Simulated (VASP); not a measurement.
Energy against volume of Ir (fcc). Method: PBE GGA with D4 dispersion, VASP's PBE PAW potentials (set 64) (plane waves; VASP). Settings: 520 eV cut-off, 16×16×16 Γ-centred mesh, first-order Methfessel-Paxton smearing of 0.10 eV, potentials Ir.

```tsv
V (Å³/atom)	E (eV/atom)
13.299	-9.68136
13.723	-9.73543
14.148	-9.75287
14.572	-9.73986
```

**Question.** Fit these four points and predict the energy of the run at 14.997 Å³/atom.

**Answer.** A cubic in V^(−2/3), the third-order Birch-Murnaghan form, passes through the four points with V0 = 14.17 Å³/atom and B0 = 379 GPa, and gives -9.7016 eV/atom there. The run gave -9.7015 eV/atom, +0.1 meV/atom from the fit; all five points give B0 = 380 GPa.

The compound is Ir in the fcc structure. It was relaxed first.
